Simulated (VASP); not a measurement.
Crystal: CuAu.

```xyz
2
Lattice="2.8507 0.0000 0.0000 0.0000 2.8507 0.0000 0.0000 0.0000 3.5816" Properties=species:S:1:pos:R:3 pbc="T T T"
Cu    1.4254    1.4254    1.7908
Au    0.0000    0.0000    0.0000
```

The cell comes from a database or a generator and needn't be the stable form of this composition.

* Program: VASP 6.6.1
* Task: relaxation of cell and atoms
* Functional: PBEsol
* Potentials or basis: VASP PAW PBE potentials, release 64 (Cu, Au)
* Cutoff: 580 eV
* k mesh: 14 × 14 × 12
* Occupations: gaussian, width 0.1 eV
* Spin: no spin polarisation

At the start: pressure -3.7 GPa; volume 14.55 Å³/atom.

Q: How do energy, volume and symmetry change on relaxing?

A: Over 8 steps the energy falls by 3.9 meV/atom and the volume is 14.23 Å³/atom (-2.2 %); space group P4/mmm (No. 123, to 0.05 Å).

Step by step:
```tsv
step	energy change (eV)	largest force (eV/Å)	pressure (GPa)	volume (Å³)
1	0.0000	0.0000	-3.65	29.11
2	0.0026	0.0000	4.67	27.73
3	-0.0077	0.0000	-0.05	28.45
4	-0.0077	0.0000	0.08	28.44
5	-0.0077	0.0000	-0.09	28.47
6	-0.0077	0.0000	-0.05	28.46
7	-0.0077	0.0000	-0.05	28.46
8	-0.0077	0.0000	0.01	28.46
```

Final structure:
```yaml
crystal:
  lattice:
    - [2.83251, 0.00000, 0.00000]
    - [0.00000, 2.83251, 0.00000]
    - [0.00000, 0.00000, 3.54711]
  atoms:
    - { symbol: Cu, position: [0.50000, 0.50000, 0.50000] }
    - { symbol: Au, position: [0.00000, 0.00000, 0.00000] }
```

Caveat: the PAW data sets were made with another functional, which shifts forces and pressure a little.
